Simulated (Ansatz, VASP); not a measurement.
**Cl (Cl/Ir(100)): VASP beside Ansatz**

Aim: how closely do two programs agree when they are given the same cell, functional and k mesh? The cell is taken from a series of runs on this material, whose earlier steps may have relaxed, scaled, displaced or heated it; both programs get it as it stands.

Program: Ansatz 0.2.0. Level of theory: plane waves, with VASP 6.6.1 beside it; single point at PBEsol. Results are calculated unless marked as measured.

### Step 1. Set-up

The cell holds 1 atom: 1 Cl. Its edges and angles: a = 5.431 Å, b = 5.431 Å, c = 25.341 Å, α = 90.0°, β = 90.0°, γ = 90.0°. Vacuum lies along c.

### Step 2. Ansatz: single point, PBEsol

Ansatz runs on its default PAW (the set named soft_2) files.

A single point gives forces, pressure and levels at one fixed geometry, so differences don't come from the geometry; what else differs is listed under the comparison.

Input file input.yaml:

```yaml
crystal:
  lattice:
    - [5.4305800796, 0.0, 0.0]
    - [0.0, 5.4305800796, 0.0]
    - [0.0, 0.0, 25.3406435577]
  atoms:
    - { symbol: Cl, position: [0.25, 0.25, 0.6427105032], spin: 1.0 }
magnetization:
  spin_polarized: true
kpoints:
  mp_grid: { grid: [6, 6, 1] }
hamiltonian:
  xc: pbesol
scf:
  occupations: { method: fermi_dirac, width: 0.1 }
  convergence: { dr2_threshold: 1.0e-08 }
efield:
  axis: 3
  dipole_correction: true
  ramp_position: 0.97
  ramp_width: 0.06
output:
  write_potential: true
  write_density: true
  volumetric_format: npy
```

The run is started by

```console
> ansatz run input.yaml --threads 4 --pin off --max-ram 12288MiB --backend cpu --events-out ev --progress --plain --runs-dir out
```

Numbers of over 12 decimals in the logs are rounded to 6 here.

The log of the run:

```text
Engine: ansatz 0.2.0, aarch64-unknown-linux-gnu
Pseudopotentials: kind: paw
Pseudopotential: Cl, paw, valence charge 7, recommended cutoff 420 eV (normal), Cl.paw.azcp
Functional definition: PBEsol
  exchange = pbesol_x
  correlation = pbesol_c
Crystal: 1 atoms, lattice volume = 747.326 Å³
Basis set: ecut = 420 eV, 14601 PW (Γ)
Bands: 8, of which v1, the nominal top of the filled ones, is band 4 counted from 1 (3 counted from 0)
Symmetry: 8 space group operations
k-points: 10 of 36
Non-local potential: Cl, projectors of the file, l = 0: 2, l = 1: 2, l = 2: 2
PAW form: soft (Blöchl's): semilocal exchange-correlation on the pseudo side does not see the compensation charge
PAW frozen core: Cl, regenerated for the run's functional, and the local potential with it (the file was generated under x = pbe(κ = 0.804, μ = 0.219515), c = pbe(β = 0.066725))
PAW one-centre angular grid: Cl, 110 points (default); XC on 64 Gauss nodes
Initial density: superposition of atomic densities (neutral atoms: chi_scale 0, normalization atom)
Starting moments: Σ|m| = 1 μB on 1 of 1 site
Initial wavefunctions: pseudopotential atomic-orbital guess
Functional: x = pbesol(κ = 0.804, μ = 0.123457), c = pbesol(β = 0.046)
iter 1 solved again at ethr=1.07e-6 eV; its pass at ethr=3.10e-3 eV (dr2=7.47e-5 eV) is discarded
SCF iter   1: F=—  HF=-1059.244154 eV  |F-HF|=—  |Δ(HF+E_count)|=         —  Δρ=3.59e-4 (↑3.59e-4 ↓2.52e-4)  dr2=8.80e-5  dr2_m=5.94e-4  M=0.999 μB ∫|m|=1.000 μB  β_m=1.00  ethr=1.07e-6  p=0.000 e·Å  D=2.98e-9 V/Å  ΔV_dip=-0.00 eV  dr2_dipole=1.30e-12  V_vac-E_F(+/−)=8.03/8.03 eV  ⟨swp⟩=3.8  Hψ=1789  notcnv=0
efield: sawtooth ramp at fractional position 0.9700 (set: `efield.ramp_position`, or a place that a band, a saddle search or an elastic batch's reference lends), width 0.0600; the density the first Hamiltonian is built on has a dipole p = 0.000 e·Å; the dipole correction subtracts the counter field D = 2.98e-9 V/Å, which shifts the + side's vacuum level by -0.00 eV against the − side's; the planar-averaged density in the ramp window peaks in size at 6.4e-8 e/Å³
preconditioner: auto → Resta (q_TF=auto, 1.253 Å⁻¹)  ε∞=1.1  [insulator: Δε(μ)=7.000 eV  Ē_g=9.176 eV  σ=0.100 eV  W_gap=0.57  n_scr=22 (ndim 8)  ℏωp=3.0 eV  f_vac=0.876  D(μ)=6.59/eV (n_scr^D=30)  ε∞_Penn≈1.1  vacuum switching on, ρ_ref=6.1e-3 e/Å³]
spin=Collinear: Resta preconditioning applied to the charge; magnetization (m = ρ↑ − ρ↓) channel mixes plain (no charge-response kernel on spin).
SCF iter   2: F=—  HF=-1059.244810 eV  |F-HF|=—  |Δ(HF+E_count)|=   6.56e-4  Δρ=8.79e-5 (↑8.79e-5 ↓7.14e-5)  dr2=4.35e-5  dr2_m=1.20e-5  M=0.999 μB ∫|m|=1.000 μB  β_m=1.00  ethr=1.07e-6  p=0.000 e·Å  D=2.33e-7 V/Å  ΔV_dip=-0.00 eV  dr2_dipole=1.41e-13  V_vac-E_F(+/−)=8.03/8.03 eV  ⟨swp⟩=2.0  Hψ=240  notcnv=0  κ⁻¹=1.0e0(r=1)
SCF iter   3: F=—  HF=-1059.245014 eV  |F-HF|=—  |Δ(HF+E_count)|=   2.05e-4  Δρ=2.34e-5 (↑8.57e-6 ↓2.34e-5)  dr2=2.80e-6  dr2_m=1.05e-6  M=0.999 μB ∫|m|=1.000 μB  β_m=1.00  ethr=6.21e-7  p=0.000 e·Å  D=4.58e-7 V/Å  ΔV_dip=-0.00 eV  dr2_dipole=5.25e-18  V_vac-E_F(+/−)=8.03/8.03 eV  ⟨swp⟩=2.0  Hψ=240  notcnv=0  κ⁻¹=5.9e-2(r=2)
SCF iter   4: F=—  HF=-1059.245035 eV  |F-HF|=—  |Δ(HF+E_count)|=   2.01e-5  Δρ=2.70e-5 (↑8.89e-6 ↓2.70e-5)  dr2=5.68e-6  dr2_m=7.70e-7  M=0.999 μB ∫|m|=1.000 μB  β_m=1.00  ethr=4.01e-8  p=0.000 e·Å  D=4.68e-7 V/Å  ΔV_dip=-0.00 eV  dr2_dipole=3.84e-17  V_vac-E_F(+/−)=8.03/8.03 eV  ⟨swp⟩=2.0  Hψ=240  notcnv=0  κ⁻¹=2.5e-3(r=3)
SCF iter   5: F=—  HF=-1059.245043 eV  |F-HF|=—  |Δ(HF+E_count)|=   8.14e-6  Δρ=1.44e-5 (↑9.04e-6 ↓1.44e-5)  dr2=2.49e-6  dr2_m=1.51e-7  M=0.999 μB ∫|m|=1.000 μB  β_m=1.00  ethr=4.01e-8  p=0.000 e·Å  D=4.80e-7 V/Å  ΔV_dip=-0.00 eV  dr2_dipole=2.82e-18  V_vac-E_F(+/−)=8.03/8.03 eV  ⟨swp⟩=2.0  Hψ=240  notcnv=0  κ⁻¹=2.6e-4(r=4)
SCF iter   6: F=—  HF=-1059.245045 eV  |F-HF|=—  |Δ(HF+E_count)|=   2.18e-6  Δρ=3.67e-5 (↑4.76e-6 ↓3.67e-5)  dr2=7.81e-6  dr2_m=1.86e-6  M=0.999 μB ∫|m|=1.000 μB  β_m=1.00  ethr=3.55e-8  p=0.000 e·Å  D=4.92e-7 V/Å  ΔV_dip=-0.00 eV  dr2_dipole=3.45e-18  V_vac-E_F(+/−)=8.03/8.03 eV  ⟨swp⟩=2.0  Hψ=240  notcnv=0  κ⁻¹=7.7e-6(r=5)
SCF iter   7: F=—  HF=-1059.245044 eV  |F-HF|=—  |Δ(HF+E_count)|=   5.36e-7  Δρ=1.46e-5 (↑5.54e-6 ↓1.46e-5)  dr2=1.79e-6  dr2_m=1.99e-7  M=0.999 μB ∫|m|=1.000 μB  β_m=1.00  ethr=3.55e-8  p=0.000 e·Å  D=4.81e-7 V/Å  ΔV_dip=-0.00 eV  dr2_dipole=6.15e-16  V_vac-E_F(+/−)=8.03/8.03 eV  ⟨swp⟩=2.0  Hψ=230  notcnv=0  κ⁻¹=5.2e-8(r=6)
SCF iter   8: F=—  HF=-1059.245043 eV  |F-HF|=—  |Δ(HF+E_count)|=   9.49e-7  Δρ=6.20e-6 (↑1.25e-6 ↓6.20e-6)  dr2=1.07e-7  dr2_m=9.21e-8  M=0.999 μB ∫|m|=1.000 μB  β_m=1.00  ethr=2.56e-8  p=0.000 e·Å  D=4.97e-7 V/Å  ΔV_dip=-0.00 eV  dr2_dipole=5.39e-18  V_vac-E_F(+/−)=8.03/8.03 eV  ⟨swp⟩=2.0  Hψ=240  notcnv=0  κ⁻¹=1.2e-8(r=7)
SCF iter   9: F=—  HF=-1059.245043 eV  |F-HF|=—  |Δ(HF+E_count)|=   2.93e-7  Δρ=9.22e-6 (↑4.00e-6 ↓9.22e-6)  dr2=8.13e-7  dr2_m=5.39e-8  M=0.999 μB ∫|m|=1.000 μB  β_m=1.20  ethr=1.52e-9  p=0.000 e·Å  D=4.96e-7 V/Å  ΔV_dip=-0.00 eV  dr2_dipole=1.92e-16  V_vac-E_F(+/−)=8.03/8.03 eV  ⟨swp⟩=2.5  Hψ=270  notcnv=0
Mixer restart at iter 9: flushing history
spin-set hold released at iteration 9 (site moments contracting): the magnetisation degrees of freedom join the quasi-Newton model from the next iteration; the mixer history was flushed
SCF iter  10: F=—  HF=-1059.245043 eV  |F-HF|=—  |Δ(HF+E_count)|=   4.13e-7  Δρ=5.97e-6 (↑4.24e-6 ↓5.97e-6)  dr2=4.99e-7  dr2_m=6.82e-9  M=0.999 μB ∫|m|=1.000 μB  β_m=1.20  ethr=1.52e-9  p=0.000 e·Å  D=4.98e-7 V/Å  ΔV_dip=-0.00 eV  dr2_dipole=1.16e-16  V_vac-E_F(+/−)=8.03/8.03 eV  ⟨swp⟩=2.0  Hψ=240  notcnv=0  κ⁻¹=1.0e0(r=1)
density mixer auto → broyden: gapped, with many states about μ (density of states about μ 2.08 of a free-electron gas's, 22 screened modes)
SCF iter  11: F=—  HF=-1059.245042 eV  |F-HF|=—  |Δ(HF+E_count)|=   6.42e-7  Δρ=1.26e-5 (↑7.79e-7 ↓1.26e-5)  dr2=6.50e-7  dr2_m=3.04e-7  M=0.999 μB ∫|m|=1.000 μB  β_m=1.20  ethr=1.52e-9  p=0.000 e·Å  D=5.06e-7 V/Å  ΔV_dip=-0.00 eV  dr2_dipole=2.79e-18  V_vac-E_F(+/−)=8.03/8.03 eV  ⟨swp⟩=3.0  Hψ=274  notcnv=0  κ⁻¹=1.9e-3(r=2)
SCF iter  12: F=—  HF=-1059.245043 eV  |F-HF|=—  |Δ(HF+E_count)|=   4.97e-7  Δρ=2.41e-6 (↑4.91e-7 ↓2.41e-6)  dr2=2.42e-8  dr2_m=1.19e-8  M=0.999 μB ∫|m|=1.000 μB  β_m=1.20  ethr=1.52e-9  p=0.000 e·Å  D=5.00e-7 V/Å  ΔV_dip=-0.00 eV  dr2_dipole=1.42e-16  V_vac-E_F(+/−)=8.03/8.03 eV  ⟨swp⟩=2.5  Hψ=270  notcnv=0  κ⁻¹=3.5e-4(r=3)
SCF iter  13: F=—  HF=-1059.245043 eV  |F-HF|=—  |Δ(HF+E_count)|=   9.05e-8  Δρ=4.86e-7 (↑4.86e-7 ↓2.78e-7)  dr2=3.81e-10  dr2_m=8.68e-10  M=0.999 μB ∫|m|=1.000 μB  β_m=1.20  ethr=1.43e-10  p=0.000 e·Å  D=5.02e-7 V/Å  ΔV_dip=-0.00 eV  dr2_dipole=6.06e-17  V_vac-E_F(+/−)=8.03/8.03 eV  ⟨swp⟩=1.8  Hψ=567  notcnv=0  κ⁻¹=1.2e-4(r=4)
SCF iter  14: F=—  HF=-1059.245042 eV  |F-HF|=—  |Δ(HF+E_count)|=   1.74e-7  Δρ=2.75e-7 (↑2.75e-7 ↓8.37e-8)  dr2=1.73e-10  dr2_m=1.61e-10  M=0.999 μB ∫|m|=1.000 μB  β_m=1.20  ethr=5.45e-12  p=0.000 e·Å  D=5.05e-7 V/Å  ΔV_dip=-0.00 eV  dr2_dipole=1.24e-17  V_vac-E_F(+/−)=8.03/8.03 eV  ⟨swp⟩=5.0  Hψ=789  notcnv=0  κ⁻¹=1.2e-5(r=5)
SCF iter  15: F=—  HF=-1059.245042 eV  |F-HF|=—  |Δ(HF+E_count)|=   8.34e-8  Δρ=9.84e-8 (↑4.03e-8 ↓9.84e-8)  dr2=5.25e-11  dr2_m=7.52e-12  M=0.999 μB ∫|m|=1.000 μB  β_m=1.20  ethr=2.48e-12  p=0.000 e·Å  D=5.08e-7 V/Å  ΔV_dip=-0.00 eV  dr2_dipole=5.95e-19  V_vac-E_F(+/−)=8.03/8.03 eV  ⟨swp⟩=5.3  Hψ=767  notcnv=0  κ⁻¹=1.7e-6(r=6)
SCF iter  16: F=-1059.245042 eV  HF=-1059.245042 eV  |F-HF|=5.22e-10  |Δ(HF+E_count)|=   2.93e-9  Δρ=3.33e-8 (↑7.66e-9 ↓3.33e-8)  dr2=2.55e-12  dr2_m=2.31e-12  M=0.999 μB ∫|m|=1.000 μB  ethr=1.00e-12  p=0.000 e·Å  D=5.08e-7 V/Å  ΔV_dip=-0.00 eV  dr2_dipole=3.53e-19  V_vac-E_F(+/−)=8.03/8.03 eV  ⟨swp⟩=2.9  Hψ=555  notcnv=0
SCF 1 converged in 16 iterations: F = -1059.245042 eV  dr2 = 2.55e-12
  greatest PAW one-centre occupation: 0.919 electrons in one spin orbital (limit 2), on the Cl atom at site 0 (counted from 0), in its partial waves of l = 0
WARN: The output density's exchange-correlation potential varies sharply where the density is thin. Do not read a vacuum level from v_tot or v_xc, or from such a field of the output density. On a cell that repeats whose density bears no net charge and no dipole along the vacuum's axis use v_es (v_loc + v_h of the components); under efield.dipole_correction with no amplitude use v_es + v_field, which holds any externa [...]
this state was not tested for a lower state beside it, because the mixer in use, unlike msr1, does not test its closes by its own steps (another_mixer; see scf.mixing.algorithm and scf.lower_state_search)
SCF converged after 16 iterations
Magnetization: 0.9994 μB (3.9997 up, 3.0003 down)
Absolute magnetization: 0.9995 μB (∫|ρ↑−ρ↓|, with the PAW one-centre terms)
Spin contamination: 0.0007 ħ² per cell (⟨S²⟩ above its minimum at these occupations)
Per-site moments (μB) at R_I (Å): [(0.995948, 2.240114282835)]
Free energy (F): -1059.245042 eV
Harris-Foulkes:  -1059.245042 eV  (|F-HF|=5.22e-10)
Internal energy: -1059.055569 eV  (E = F + TS)
E sigma→0 (E₀):  -1059.150306 eV
Entropy (-TS):   -0.189473 eV (-189.473 meV/atom)
Fermi energy:    -7.737324 eV
Dipole field:    D = 0.000001 V/Å  (p = 0.000002 e·Å, saw-weighted, corrected)
Work function:   Φ+ = 8.0313 eV   Φ− = 8.0314 eV
Levels:          The Fermi level and band energies are counted from a zero that moves with the ramp; work functions are not
--- Per-component energies (eV) ---
  E_band       = -82.203212
  E_kinetic    = 157.698614
  E_local      = -976.510967  (includes V_loc(G=0)·N_el)
  E_nonlocal   = 29.170205
  E_hartree    = 410.752750
  E_xc         = -102.891793
  E_vxc        = -117.153928  (∫ρ·V_xc dr)
  E_paw        = -641.424079  (= ΣΔE_a)
  E_vpaw       = 3.087286  (= ΣTr[D̂ρ^β])
  E_aug_tail   = 0.000095  (compensation charges beyond the density's cutoff)
  E_efield     = 0.000000  (sawtooth field / dipole correction)
  E_vefield    = -0.000013  (∫n·V_field dr)
  E_ewald      = 64.071173
  E_core_change = 0.078432  (= ΣΔE_core)
  E_smearing   = -0.189473  (= −TS)
  E_closure    = -0.000000  (closes the sum)
  Σ components = -1059.245042   (vs F -1059.245042, Δ=0.00e0)
--- Band table (eV; the first three rows and the last of 20) ---
  k-point 0 ↑: bands = ["-20.7688", "-8.6728", "-8.6384", "-8.6384", "-0.7575", "0.2327", "0.3535", "0.8977"]
  k-point 1 ↑: bands = ["-20.7683", "-8.6709", "-8.6553", "-8.6370", "-0.5893", "0.3641", "0.4963", "1.0306"]
  k-point 2 ↑: bands = ["-20.7673", "-8.6887", "-8.6671", "-8.6341", "-0.1100", "0.7552", "0.9236", "1.4266"]
  k-point 9 ↓: bands = ["-19.8138", "-7.8413", "-7.8413", "-7.7980", "1.5391", "2.1268", "2.1368", "2.1368"]
```

### Step 3. VASP: single point, PBEsol

The same cell, functional, mesh and smearing now go to VASP, with its own data sets.

Lines of VASP's logs that name or quote its potential files are left out, and so is its time.

Input file INCAR:

```
SYSTEM = Cl
PREC = Accurate
ENCUT = 400
EDIFF = 1E-06
NELM = 200
ISMEAR = -1
SIGMA = 0.1
LREAL = .FALSE.
ALGO = Normal
GGA = PS
NBANDS = 11
ISPIN = 2
MAGMOM = 1
LORBIT = 11
LWAVE = .FALSE.
LCHARG = .FALSE.
ISIF = 2
LDIPOL = .TRUE.
IDIPOL = 3
DIPOL = 0.5 0.5 0.643
LVHAR = .TRUE.
LASPH = .TRUE.
GGA_COMPAT = .FALSE.
NELMDL = -8
```

Input file POSCAR:

```
Cl
1.0
    5.4305800796      0.0000000000      0.0000000000
    0.0000000000      5.4305800796      0.0000000000
    0.0000000000      0.0000000000     25.3406435577
Cl
1
Direct
    0.2500000000      0.2500000000      0.6427105032
```

Input file KPOINTS:

```
Automatic mesh
0
Gamma
6 6 1
0 0 0
```

PAW data sets: Cl (PBE family, release 64).

The run is started by

```console
> mpirun -np 1 vasp_std
```

The log of the run:

```text
[banner, memory and clock lines left out]
running    1 mpi-ranks, on    1 nodes
 distrk:  each k-point on    1 cores,    1 groups
 distr:  one band on    1 cores,    1 groups

 POSCAR found type information on POSCAR Cl
 POSCAR found :  1 types and       1 ions
|                                                                             |
|               ----> ADVICE to this user running VASP <----                  |
|                                                                             |
|     You enforced a specific xc type in the INCAR file but a different       |
|     [... a line on the potential file left out ...]
|     I HOPE YOU KNOW WHAT YOU ARE DOING!                                     |
|                                                                             |

 LDA part: xc-table for (Slater+PW92), standard interpolation
 POSCAR, INCAR and KPOINTS ok, starting setup
 FFT: planning ... GRIDC
 FFT: planning ... GRID_SOFT
 FFT: planning ... GRID
 WAVECAR not read
 entering main loop
       N       E                     dE             d eps       ncg     rms          rms(c)
DAV:   1     0.456434154970E+02    0.45643E+02   -0.14570E+03   536   0.276E+02
DAV:   2     0.396238204275E+01   -0.41681E+02   -0.39269E+02   764   0.564E+01
DAV:   3    -0.297257017562E+00   -0.42596E+01   -0.39551E+01   540   0.262E+01
DAV:   4    -0.429790555933E+00   -0.13253E+00   -0.12278E+00   529   0.477E+00
DAV:   5    -0.431525187316E+00   -0.17346E-02   -0.17340E-02   589   0.645E-01
DAV:   6    -0.431559379743E+00   -0.34192E-04   -0.34192E-04   630   0.885E-02
DAV:   7    -0.431559569921E+00   -0.19018E-06   -0.18970E-06   621   0.558E-03
DAV:   8    -0.431559570032E+00   -0.11067E-09   -0.53038E-09   397   0.363E-04    0.525E-01
DAV:   9    -0.432854942080E+00   -0.12954E-02   -0.72460E-03   522   0.630E-01    0.373E-01
DAV:  10    -0.433066049812E+00   -0.21111E-03   -0.44844E-04   443   0.199E-01    0.205E-01
DAV:  11    -0.433090434851E+00   -0.24385E-04   -0.32380E-05   505   0.370E-02    0.100E-01
DAV:  12    -0.433121174939E+00   -0.30740E-04   -0.26727E-05   487   0.434E-02    0.158E-02
DAV:  13    -0.433126974714E+00   -0.57998E-05   -0.15351E-06   535   0.755E-03    0.975E-03
DAV:  14    -0.433126962078E+00    0.12636E-07   -0.16258E-08   546   0.915E-04
   1 F= -.43312696E+00 E0= -.33839748E+00  d E =-.189459E+00  mag=     0.9998
```

(Part 1 of 2 ends here.)

[Lines on the potential files, build, host, timing and source positions are cut from VASP's logs without a mark.]

[Logs are printed without paths, hosts, clocks, repeated set-up lines and the standing remarks that a program may print on its own settings, such as how far it seeks lower states.]

[Hosts, paths, dates, database ids (printed as entryN), source tags and the programs' standing remarks are cut or masked in the printed files.]
